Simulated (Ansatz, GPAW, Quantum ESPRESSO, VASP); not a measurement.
## Code comparison for Ca2Ge (Fm-3m, 3 atoms in the cell)

Self-consistent single point, at a second geometry (lattice scaled by 0.98). First geometry:

```yaml
crystal:
  lattice:
    - [0.00000, 3.66486, 3.66486]
    - [3.66486, 0.00000, 3.66486]
    - [3.66486, 3.66486, 0.00000]
  atoms:
    - { symbol: Ca, position: [0.75000, 0.75000, 0.75000] }
    - { symbol: Ca, position: [0.25000, 0.25000, 0.25000] }
    - { symbol: Ge, position: [0.00000, 0.00000, 0.00000] }
```

Shared settings, as Ansatz (an electronic-structure program) writes them: kpoints.mp_grid.grid = 4 4 4; scf.occupations.method = fixed. Potentials and cutoffs stand in the table.

```
code                                                                              model  ΔF from the first geometry (meV/atom)  pressure (GPa)  gap on the mesh (eV)   cutoff
----------------  ---------------------------------------------------------------------  -------------------------------------  --------------  --------------------  -------
VASP                                         PBEsol, VASP's PBE PAW potentials (set 64)                                      –               –                 0.527   300 eV
Ansatz                                          PBEsol, default PAW files made with PBE                                  -24.1           -1.07                 0.532  default
Quantum ESPRESSO  PBEsol, PseudoDojo standard norm-conserving (PBESOL) pseudopotentials                                  -24.4           -1.09                 0.532    80 Ry
GPAW                              PBEsol, GPAW PAW datasets PBEsol (made by gpaw-setup)                                  -21.7           -0.87                 0.532   550 eV
```

A dash marks a value that a program does not give, or that is left out as unsure.

Gaps are read on the mesh.

The spread over the programs that give each value: ΔF from the first geometry within 2.7 meV/atom; pressure within 0.22 GPa; gap on the mesh within 0.005 eV.

Ansatz's pressure is given at a fixed set of plane waves, as the other plane-wave codes print theirs.

VASP's run is marked for a possible Pulay error in its stress at this cutoff; no cutoff test was made.

VASP ran the fixed occupations as a Gaussian smearing of 0.01 eV.

The starting cell comes from a database of computed structures (which also holds hypothetical and non-ambient phases and stackings), without a prior relaxation at this level. Its lattice was rescaled by a random factor within 2.5 % of one. For this run, on top of that: lattice scaled by 0.98.

Left out of this page: ABINIT, CP2K, PySCF, Elk, FLEUR and SIESTA (not drawn, or without a comparable value).

Keys are those of Ansatz 0.2.
